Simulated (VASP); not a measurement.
# Tl8Pd8F23 (a cell with a defect) in VASP: a series of runs, part 2 of 3

VASP 6.6.1.

### 4 Single point, LDA

Contents of INCAR:

```
  ALGO = Fast
  EDIFF = 1E-7
  ENCUT = 520
  GGA = CA
  ISIF = 2
  ISMEAR = -1
  LASPH = True
  LCHARG = False
  LREAL = Auto
  LWAVE = False
  NBANDS = 198
  NELM = 80
  PREC = Accurate
  SIGMA = 0.05
```

Contents of KPOINTS:

```
k-points
0
Gamma
  1 1 1
```

Contents of POSCAR:

```
Tl8Pd8F23
1.0
    8.5426590000      0.0000000000      0.0000000000
    0.0325000000      8.5427410000      0.0000000000
    0.0068550000      0.0676480000      8.5441360000
Tl Pd F
8 8 23
Direct
    0.5625574920      0.5522025167      0.5421730178
    0.5521518490      0.4152331634      1.0298993368
    0.5272351944      0.9899521140      0.5158391674
    0.4907687998      1.0413183979      0.9754409340
    1.0237282354      0.4949081845      0.4601401476
    0.9920649026      0.5127335743      0.9867235259
    1.0885065776      1.0009705471      0.4563012574
    1.0376787303      0.9810037407      0.9747386980
    0.2612608192      0.2597879644      0.2764117987
    0.2720459922      0.2604062373      0.7645009396
    0.3260486508      0.7449788931      0.2429970684
    0.2333322955      0.7409301454      0.7646296829
    0.8079656042      0.2208072858      0.2113964478
    0.7964412214      0.1960380192      0.7006559821
    0.8037224228      0.7383319625      0.1717903367
    0.7556047455      0.7234392147      0.7752802624
    0.0317553143      0.2569629918      0.2295960645
    0.2863038148      0.2769154833      0.5112161136
    0.3144211411      0.5032944051      0.2407499132
    0.0349808443      0.1622877263      0.7142559529
    0.2483763890      0.2729518027      0.9969761717
    0.1285782236      0.4454540368      0.8056636739
    0.0355510874      0.7046103609      0.2187231102
    0.2799945678      0.7711924556      0.5307265708
    0.2848481848      0.9797135946      0.2477605694
   -0.0107599983      0.7166946373      0.7770124446
    0.2745250434      0.7868237670      0.9707359527
    0.3588911274      1.0092698391      0.7460555403
    0.5733475560      0.2096528873      0.2733219602
    0.8219200501      0.1840578451      0.4573897232
    0.7746420383      0.5001824813      0.2686052750
    0.5695635362      0.2310645998      0.7298807041
    0.7945682188      0.2515786916      0.9479718019
    0.8560448537      0.4355507751      0.7214187602
    0.5692794698      0.7828519439      0.1891940859
    0.8172661701      0.6979089076      0.5239616972
    0.8111364597      0.9857275352      0.1461236104
    0.5371057801      0.7060996763      0.8082034275
    0.7561553492      0.9906494007      0.8062137588
```

Potentials or basis: VASP PAW LDA potentials, release 64 (Tl_d, Pd, F).

Launch:

```console
$ cat potpaw_LDA.64/Tl_d/POTCAR potpaw_LDA.64/Pd/POTCAR potpaw_LDA.64/F/POTCAR > POTCAR
$ mpirun -np 1 vasp_gam > vasp.out
```

OUTCAR:

```text
EDIFF = 1E-7
   ENCUT = 520
   GGA = CA
   ISIF = 2
   ISMEAR = -1
   LASPH = True
   LREAL = Auto
   NELM = 80
   PREC = Accurate

 ion  position               nearest neighbor table
   1  0.563  0.552  0.542-  36 2.51  38 2.64  16 2.98  31 2.99  11 3.64   3 3.76  12 3.76   5 4.03

   2  0.552  0.415  0.030-  33 2.59  29 2.72  19 2.82  21 2.88  31 2.89  32 3.02  13 3.14   4 3.28
                             9 3.51  10 3.56  15 3.72   6 3.87
   3  0.527  0.990  0.516-  28 2.44  32 2.79  29 2.81  24 2.83  14 3.31  11 3.59  16 3.71   1 3.76
                             7 3.78   4 3.97
   4  0.491  0.041  0.975-  28 2.28  39 2.72  32 2.73  27 2.86  21 2.87  35 2.93  25 2.96  29 3.02
                            10 3.19   2 3.28  11 3.68  13 3.72   9 3.74  14 3.75   8 3.91   3 3.97
   5  0.024  0.495  0.460-  36 2.53  31 2.69  34 2.70  23 2.72  17 2.84  18 2.94   9 3.26  13 3.68
                            15 3.72   1 4.03   6 4.06
   6  0.992  0.513  0.987-  22 2.02  26 2.49  23 2.61  34 2.64  33 2.82  15 2.97  21 2.99  17 3.02
                            16 3.24  12 3.41  13 3.51  10 3.74   2 3.87   8 4.02   5 4.06
   7  0.089  0.001  0.456-  25 2.45  24 2.63  20 2.65  30 2.76  18 2.95  17 2.95   9 3.07  11 3.50
                            12 3.65  14 3.66  13 3.68   3 3.78
   8  0.038  0.981  0.975-  37 2.43  27 2.61  20 2.70  39 2.80  26 2.86  12 3.20  15 3.33  13 3.49
                            10 3.59  14 3.61  16 3.70   4 3.91   6 4.02
   9  0.261  0.260  0.276-  17 2.00  18 2.02  19 2.15  21 2.39  25 2.41   7 3.07   5 3.26   2 3.51
                             4 3.74
  10  0.272  0.260  0.765-  21 2.00  22 2.03  18 2.17  20 2.24  28 2.27  32 2.57   4 3.19   2 3.56
                             8 3.59   6 3.74
  11  0.326  0.745  0.243-  25 2.04  19 2.07  35 2.15  27 2.39  24 2.50  23 2.52   7 3.50   3 3.59
                             1 3.64   4 3.68
  12  0.233  0.741  0.765-  27 1.84  24 2.05  26 2.10  28 2.54  38 2.64   8 3.20   6 3.41   7 3.65
                             1 3.76
  13  0.808  0.221  0.211-  17 1.94  29 2.07  37 2.09  30 2.13  33 2.27  31 2.46   2 3.14   8 3.49
                             6 3.51   5 3.68   7 3.68   4 3.72
  14  0.796  0.196  0.701-  32 1.98  39 2.00  20 2.06  30 2.09  34 2.12  33 2.17   3 3.31   8 3.61
                             7 3.66   4 3.75
  15  0.804  0.738  0.172-  23 2.04  35 2.04  37 2.12  31 2.20   6 2.97   8 3.33  16 3.42   2 3.72
                             5 3.72
  16  0.756  0.723  0.775-  38 1.89  26 2.00  36 2.22  39 2.30  34 2.65   1 2.98   6 3.24  15 3.42
                             8 3.70   3 3.71
  17  0.032  0.257  0.230-  13 1.94   9 2.00   5 2.84   7 2.95   6 3.02
[... 252 lines left out ...]
 number of electron     345.0000045 magnetization

 Free energy of the ion-electron system (eV)
  ---------------------------------------------------
  ext. energy  EPLUGINS =         0.00000000
  ---------------------------------------------------
  free energy    TOTEN  =      -174.98253472 eV

  energy without entropy =     -174.81441184  energy(sigma->0) =     -174.89847328

 E-fermi :   2.7947     XC(G=0): -10.6448

 val. band max:        2.7788657791   @ k =   0.0000   0.0000   0.0000
 cond. band min:       2.9103419791   @ k =   0.0000   0.0000   0.0000
 fundamental gap:      0.1314762000
 Fermi energy:         2.7946926775

 k-point     1 :       0.0000    0.0000    0.0000
  band No.  band energies     occupation
      1     -20.3964      2.00000
      2     -20.3633      2.00000
      3     -20.0270      2.00000
      4     -19.9533      2.00000
      5     -19.7980      2.00000
      6     -19.6133      2.00000
[... 176 lines left out ...]
    183       5.9349      0.00000
    184       6.0818      0.00000
 [bands above 184 left out]

------------------------ aborting loop because EDIFF is reached ----------------------------------------

  FORCE on cell =-STRESS in cart. coord.  units (eV):
  Direction    XX          YY          ZZ          XY          YZ          ZX
  --------------------------------------------------------------------------------------
  -------------------------------------------------------------------------------------
  Total        0.6169668    -13.9579828     -4.9266907      0.2849389      1.1552102      0.0955618
  in kB        1.5853091    -35.8653256    -12.6592337      0.7321565      2.9683365      0.2455479
  external PRESSURE =     -15.6464167 kB  Pullay stress =       0.0000000 kB

 VOLUME and BASIS-vectors are now :
 -----------------------------------------------------------------------------
  energy-cutoff  :      520.00
  volume of cell :      623.53
      direct lattice vectors                 reciprocal lattice vectors
     8.542659000  0.000000000  0.000000000     0.117059571 -0.000445341 -0.000090391
     0.032500000  8.542741000  0.000000000     0.000000000  0.117058448 -0.000926808
     0.006855000  0.067648000  8.544136000     0.000000000  0.000000000  0.117039336

 POSITION                                       TOTAL-FORCE (eV/Angst)
 -----------------------------------------------------------------------------------
      4.82740      4.75400      4.63240        -0.079663     -0.357215     -0.336734
      4.73054      3.54925      0.25546        -0.137473      0.337441      0.128296
      4.53970      8.49180      4.40740         0.318793      0.053200     -0.450188
      4.20050      0.41896      8.33430         0.634713     -0.296656      1.132919
      0.22194      4.25900      3.93150        -0.086293      0.193274      0.267111
      8.49830      4.44690      8.43070        -2.139565      0.465564      1.698236
[... 31 lines left out ...]
      4.61680      6.08670      6.90540        -2.040126      0.307930     -0.301799
      6.49730      8.51740      6.88840        -0.239149     -1.283926     -0.845938
 -----------------------------------------------------------------------------------
    total drift:                               -0.009815     -0.011578      0.008710

  FREE ENERGIE OF THE ION-ELECTRON SYSTEM (eV)
  ---------------------------------------------------
  free  energy   TOTEN  =      -174.9825347197 eV

  energy  without entropy=     -174.8144118402  energy(sigma->0) =     -174.89847328
```

OSZICAR:

```text
N       E                     dE             d eps       ncg     rms          rms(c)
DAV:   1     0.366865180235E+04    0.36687E+04   -0.21529E+05   396   0.182E+03
DAV:   2     0.130523648479E+03   -0.35381E+04   -0.34042E+04   442   0.476E+02
DAV:   3    -0.187788915552E+03   -0.31831E+03   -0.31130E+03   424   0.136E+02
[... 20 lines left out ...]
RMM:  24    -0.174982542306E+03    0.17492E-04   -0.29584E-05   442   0.918E-03    0.315E-02
RMM:  25    -0.174982536217E+03    0.60886E-05   -0.85666E-06   416   0.457E-03    0.129E-02
RMM:  26    -0.174982535189E+03    0.10289E-05   -0.18313E-06   392   0.227E-03    0.783E-03
RMM:  27    -0.174982534771E+03    0.41763E-06   -0.52060E-07   342   0.128E-03    0.225E-03
RMM:  28    -0.174982534720E+03    0.51157E-07   -0.14993E-07   242   0.630E-04
   1 F= -.17498253E+03 E0= -.17489847E+03  d E =-.168123E+00
```

Run time: 2.9 min. Hardware: 1 thread of Intel Xeon 6975P-C (Granite Rapids), shared host; peak memory 0.45 GiB.

Results:

| Quantity | Value |
| --- | --- |
| Free energy | -174.9825 eV |
| Pressure | -1.6 GPa |
| Largest force | 3.462 eV/Å |
| Band gap on the k mesh | none (metal or under the smearing width) |

Forces on the atoms (eV/Å):
```
Tl  -0.080 -0.357 -0.337
Tl  -0.137  0.337  0.128
Tl   0.319  0.053 -0.450
Tl   0.635 -0.297  1.133
Tl  -0.086  0.193  0.267
Tl  -2.140  0.466  1.698
Tl  -0.473 -0.226  0.331
Tl   0.221  0.290 -0.342
Pd   2.134 -0.256 -1.698
Pd   0.239 -0.844 -1.404
Pd  -0.933  0.038 -0.449
Pd   1.342  0.450 -2.531
Pd  -1.884  0.901  0.900
Pd   1.709  1.366  1.988
Pd  -0.631 -0.156  0.938
Pd   2.309 -0.488  0.608
F    0.159  0.084 -0.576
F    0.073 -0.393  1.448
F    0.134  0.325  0.226
F   -0.866  0.260 -0.082
F    0.271 -0.689  1.467
F    2.596 -0.419 -2.251
F    0.705  0.417  0.042
F   -0.241 -0.870 -0.605
F    0.422  0.398 -0.005
F    0.048  0.872 -0.336
F    0.224 -0.529  3.396
F   -1.231  0.613 -0.720
F   -0.502  0.162 -0.576
F   -0.246 -0.033 -0.044
F    0.110 -0.290 -0.708
F   -0.579  0.687 -0.283
F    0.259 -0.390  0.507
F   -1.185 -0.033 -0.938
F    0.060 -0.411 -0.075
F   -0.414  0.391  0.066
F   -0.063 -0.646  0.413
F   -2.040  0.308 -0.302
F   -0.239 -1.284 -0.846
```

Levels at points of the mesh, in eV from the Fermi level:
```tsv
k point	band 171	band 172	band 173	band 174	band 175	band 176
(0.00, 0.00, 0.00)	-0.14	-0.11	-0.02	0.12	0.28	0.69
```

Caveat: an odd number of electrons without spin polarisation forces a metal; a magnetic or distorted state may lie lower. The run has no spin-orbit coupling, so splittings on Tl are missing.

### 5 Single point, LDA

Contents of INCAR:

```
SYSTEM = Tl8Pd8F23
PREC = Accurate
ENCUT = 520
EDIFF = 1E-6
ISMEAR = -1
SIGMA = 0.05
LREAL = Auto
LASPH = .True.
NELM = 80
ALGO = Normal
ISIF = 2
LWAVE = .False.
LCHARG = .False.
GGA = CA
NBANDS = 198
```

Contents of KPOINTS:

```
Automatic mesh
0
Gamma
  1 1 1
  0 0 0
```

Contents of POSCAR:

```
Tl8Pd8F23
1.0
    8.5426590000      0.0000000000      0.0000000000
    0.0325000000      8.5427410000      0.0000000000
    0.0068550000      0.0676480000      8.5441360000
Tl Pd F
8 8 23
Direct
    0.5484469468      0.5309390353      0.5177586125
    0.5366069782      0.4550910061      1.0151874923
    0.5443713243      0.9929419773      0.5033978860
    0.5180377267      1.0046428963      0.9962739357
    1.0249439507      0.5030686889      0.4673380667
    0.9816603875      0.5111251383      0.9917562174
    1.0638842768      0.9938652031      0.4666358307
    1.0408110904      0.9888386300      0.9727958450
    0.2993795837      0.2344284319      0.2163940274
    0.2807224685      0.2512625183      0.7173809031
    0.2717911617      0.7264403823      0.2292449465
    0.3220808622      0.7261149136      0.7256438802
    0.7983137927      0.2216738604      0.2586569315
    0.7637149260      0.2437088245      0.7473780848
    0.7746728024      0.7370975511      0.2448931056
    0.7974905699      0.7377544942      0.7487942608
    0.0350087843      0.2468235981      0.2786472500
    0.2873426586      0.2443781135      0.4795569733
    0.2436977843      0.4815294483      0.2367939836
    0.0430302463      0.2883050653      0.7640210783
    0.2981651805      0.2645131332      0.9598629984
    0.3782362418      0.4561741083      0.7631081715
    0.0212177205      0.7673878875      0.2631863538
    0.2850105443      0.7770488950      0.4519356902
    0.2940377670      0.9760885408      0.2206776671
    0.0146902563      0.6752728571      0.7527033746
    0.2934906689      0.7566423750      0.9800756917
    0.2310374316      1.0480049005      0.7681759747
    0.5347494570      0.1983337962      0.2584813725
    0.7389280060      0.2716750451      0.5048257659
    0.7879932012      0.4759328046      0.2443430208
    0.5320992171      0.1952857046      0.7601821881
    0.7754459098      0.2184037683      0.9820419525
    0.7955883362      0.4680169400      0.8241558889
    0.5429198358      0.6869300639      0.2473743395
    0.7786942255      0.7614555044      0.5008698363
    0.7583790469      0.9727021103      0.3083284255
    0.5659737790      0.7598064071      0.7564252254
    0.7945109833      0.9897076534      0.7728809560
```

Launch:

```console
$ cat potpaw_LDA.64/Tl_d/POTCAR potpaw_LDA.64/Pd/POTCAR potpaw_LDA.64/F/POTCAR > POTCAR
$ mpirun -np 1 vasp_gam > vasp.out
```

Run time: 2.8 min. Hardware: 1 thread of Intel Xeon 6975P-C (Granite Rapids), shared host; peak memory 0.43 GiB.

It converged, with:

```yaml
Free_energy: -177.1573 eV
Pressure: -2.2 GPa
Largest_force: 3.622 eV/Å
Band_gap_on_the_k_mesh: none (metal or under the smearing width)
```

Forces in eV/Å, atoms in the order of the input:
```
Tl   0.032 -0.161 -0.250
Tl  -0.128  0.093  0.276
Tl  -0.233  0.102  0.108
Tl   0.132 -0.275  0.069
Tl   0.085 -0.210 -0.009
Tl   1.497 -0.095  1.194
Tl  -0.090  0.078  0.111
Tl  -0.212  0.027  0.165
Pd  -1.600  0.271  1.352
Pd   1.570  2.179  2.430
Pd   0.503  1.058 -1.456
Pd  -0.935  0.285  0.419
Pd  -2.168  0.337  0.420
Pd   1.786 -0.954  0.931
Pd   0.638 -0.742  0.921
Pd  -1.083 -0.212  1.101
F    0.498 -0.154 -0.725
F   -0.037 -0.295 -0.642
F    0.708  0.141 -0.004
F   -0.830 -0.029 -0.626
F   -0.243 -0.642  0.468
F   -0.441  1.405 -1.238
F   -0.533 -0.136 -0.488
F    0.154 -0.884  1.853
F    0.061  0.054 -0.067
F    1.954  0.613 -0.544
F   -0.037 -0.839  0.094
F   -0.681 -3.306 -0.594
F    1.255  0.343 -0.638
F    0.662 -0.370  0.292
F    0.272  0.181 -0.212
F   -0.966  0.249 -0.752
F    0.395 -0.216  0.680
F   -1.807  0.990 -1.968
F   -0.616  0.538 -0.370
F    0.121 -0.612 -0.041
F    0.621  0.753 -1.244
F   -0.154  0.274 -0.109
F   -0.151  0.163 -0.905
```

Stress tensor (GPa, compression positive):
```
-1.90  0.58  0.18
 0.58 -1.97 -0.26
 0.18 -0.26 -2.63
```

Levels at points of the mesh, in eV from the Fermi level:
```tsv
k point	band 170	band 171	band 172	band 173	band 174	band 175	band 176	band 177
(0.00, 0.00, 0.00)	-0.20	-0.17	-0.07	-0.02	0.10	0.43	0.78	1.35
```

Caveat: an odd number of electrons without spin polarisation forces a metal; a magnetic or distorted state may lie lower. The run has no spin-orbit coupling, so splittings on Tl are missing.

### 6 Single point, LDA

Contents of INCAR:

```
ALGO     = Fast           # electronic algorithm
EDIFF    = 1E-6           # SCF threshold, eV
ENCUT    = 520            # plane-wave cutoff, eV
GGA      = CA             # functional
ISIF     = 2              # what is computed and relaxed
ISMEAR   = -1             # smearing method
LASPH    = True           # aspherical terms in the spheres
LCHARG   = True           # write CHGCAR
LELF     = True           # ELF
LREAL    = Auto         
LVHAR    = True         
LWAVE    = False          # write WAVECAR
NBANDS   = 198            # bands
NELM     = 60             # most SCF steps
PREC     = Accurate       # precision mode
SIGMA    = 0.05           # smearing width, eV
```

Contents of KPOINTS:

```
k-points
0
Gamma
  1 1 1
```

Contents of POSCAR:

```
Tl8Pd8F23
1.0
    8.5426590000      0.0000000000      0.0000000000
    0.0325000000      8.5427410000      0.0000000000
    0.0068550000      0.0676480000      8.5441360000
Tl Pd F
8 8 23
Direct
    0.5115233893      0.4486724068      0.4155013450
    0.4990993652      0.5630785563      0.9721755365
    0.5673919842      1.0061879189      0.4759521618
    0.6127245859      0.9034264806      1.0563736345
    1.0786666637      0.4912123867      0.4892946461
    1.0342883699      0.4918540009      0.9980880454
    1.0069447730      0.9718375805      0.5002846397
    1.0197301372      1.0027269716      0.9780509112
    0.2550085038      0.2227869468      0.2200924704
    0.2549506786      0.1778721067      0.7093285968
    0.2225011936      0.7284847292      0.2002074873
    0.3700999925      0.7674479178      0.6739476057
    0.7359560385      0.2458327210      0.3047353179
    0.8171204810      0.3008578221      0.8374164456
    0.7066624443      0.7412795618      0.3110320341
    0.8455642116      0.8398515827      0.7933043201
    0.0300178535      0.1979089396      0.2677859997
    0.2894256884      0.1928607273      0.4765958782
    0.2425766962      0.4711987064      0.2094887066
    0.0127495825      0.3081666289      0.7540844387
    0.2389757109      0.1947825334      0.9892866874
    0.3486199950      0.5107328100      0.7234786525
   -0.0000904834      0.6782211097      0.1941331458
    0.3623346524      0.6388981977      0.4280713697
    0.2129411493      0.9699679988      0.2322996731
    0.0030326367      0.7370522563      0.7059110482
    0.2048015383      0.7239510292      0.9368179533
    0.3142329857      0.9638880685      0.6985258662
    0.4770448430      0.2709438256      0.2571705319
    0.7123170972      0.2816000339      0.5493709370
    0.7310214995      0.5012970416      0.2830713369
    0.5276289291      0.1729949311      0.7620197057
    0.7791045735      0.2969109416      1.0978406711
    0.7257085223      0.6252978343      0.6998367067
    0.4412910385      0.7663264449      0.2035782202
    0.8863366024      0.7940395328      0.4408988808
    0.7590490142      0.9807102565      0.2815498255
    0.6527078178      0.9041100377      0.7084039861
    0.8699641598      1.0730513753      0.7612940618
```

Potentials or basis: VASP PAW LDA potentials, release 64 (Tl_d, Pd, F).

Launch:

```console
$ cat potpaw_LDA.64/Tl_d/POTCAR potpaw_LDA.64/Pd/POTCAR potpaw_LDA.64/F/POTCAR > POTCAR
$ mpirun -np 1 vasp_gam > vasp.out
```

It took 3 min on 1 thread of Intel Xeon 6975P-C (Granite Rapids), shared host; peak memory 0.44 GiB.

The run converged. Its results:

```yaml
Free_energy: -164.9328 eV
Pressure: 5.6 GPa
Largest_force: 6.163 eV/Å
Band_gap_on_the_k_mesh: none (metal or under the smearing width)
```

Forces in eV/Å, atoms in the order of the input:
```
Tl   0.613  0.665  2.952
Tl  -0.197 -0.712 -1.145
Tl  -1.361  0.403  1.133
Tl   0.543  0.985 -1.864
Tl  -0.266  0.057  0.310
Tl  -0.257 -0.105 -0.545
Tl   3.638  4.827  1.206
Tl   1.546  0.153  1.911
Pd  -1.072 -1.124  2.477
Pd   0.181  2.751  2.139
Pd  -0.822 -0.709  0.482
Pd   1.015 -6.063  0.390
Pd   1.544  0.063  2.146
Pd  -3.995 -0.019  0.643
Pd  -0.373 -0.617 -0.846
Pd  -4.665 -1.181  0.061
F   -1.041  0.266 -0.387
F   -0.036  0.621 -1.365
F    0.330  0.236 -0.371
F    4.022  0.124 -2.113
F   -0.250  0.078 -1.536
F    0.194  0.469 -0.432
F   -0.464  0.572  0.441
F   -1.284  1.218  0.926
F    0.391  0.184 -0.235
F    4.920 -2.498 -1.190
F    0.691  0.230  0.197
F   -1.070  2.613  0.219
F    0.116 -1.714 -2.378
F    0.336 -0.282 -0.448
F    0.266  0.412  0.253
F   -0.723  0.443  0.162
F    0.201 -0.527 -2.711
F    0.354  0.163  1.080
F    1.268  0.300  0.014
F   -1.992 -4.502 -0.682
F    0.408  1.059 -0.379
F   -2.434  0.376  0.014
F   -0.275  0.786 -0.526
```

Stress tensor (GPa, compression positive):
```
 6.58 -0.63 -0.96
-0.63  7.36  1.49
-0.96  1.49  2.95
```

Levels at points of the mesh, in eV from the Fermi level:
| k point | band 168 | band 169 | band 170 | band 171 | band 172 | band 173 | band 174 | band 175 | band 176 | band 177 |
| --- | --- | --- | --- | --- | --- | --- | --- | --- | --- | --- |
| (0.00, 0.00, 0.00) | -0.39 | -0.32 | -0.25 | -0.16 | -0.07 | 0.01 | 0.04 | 0.31 | 0.35 | 0.71 |

Caveat: an odd number of electrons without spin polarisation forces a metal; a magnetic or distorted state may lie lower. The run has no spin-orbit coupling, so splittings on Tl are missing.

(Continued in part 3 of 3.)
